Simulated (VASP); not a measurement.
Input of a VASP 6.6.1 run:

The input INCAR:

```
SYSTEM = NbTl4
PREC     = Accurate       ! precision mode
ENCUT    = 600            ! plane-wave cutoff, eV
EDIFF    = 1E-6           ! SCF threshold, eV
ISMEAR   = 0              ! smearing method
SIGMA    = 0.1            ! smearing width, eV
LREAL    = .FALSE.        ! projectors in reciprocal space
LASPH    = .TRUE.         ! aspherical terms in the spheres
NELM     = 100            ! most SCF steps
ALGO     = Normal         ! electronic algorithm
ISIF     = 3              ! what is computed and relaxed
LWAVE    = .FALSE.        ! write WAVECAR
LCHARG   = .FALSE.        ! write CHGCAR
GGA      = PE             ! functional
IBRION   = 2              ! ionic algorithm
NSW      = 90             ! ionic steps
EDIFFG   = -0.04          ! ionic threshold
```

Contents of KPOINTS:

```
Automatic mesh
0
G
  4 4 4
  0 0 0
```

Contents of POSCAR:

```
NbTl4
1.0
   -3.2645093900      3.2645093900      3.2645093900
    3.2645093900     -3.2645093900      3.2645093900
    3.2645093900      3.2645093900     -3.2645093900
Nb Tl
1 4
Direct
    0.0000000000      0.0000000000      0.0000000000
    0.0000000000      0.0000000000      0.5000000000
    0.5000000000      0.0000000000      0.0000000000
    0.5000000000      0.5000000000      0.5000000000
    0.0000000000      0.5000000000      0.0000000000
```

Potentials or basis: VASP PAW PBE potentials, release 64 (Nb_sv, Tl_d).

Command:

```console
$ cat potpaw_PBE.64/Nb_sv/POTCAR potpaw_PBE.64/Tl_d/POTCAR > POTCAR
$ mpirun -np 1 vasp_std > vasp.out
```

(1) Predict the space group after relaxing (to 0.05 Å).

(2) Predict the relaxed volume.

(3) What does it give for the band gap on the k mesh?

## Answers

(1) Im-3m (No. 229).

(2) 30.29 Å³/atom.

(3) none (metal or under the smearing width).
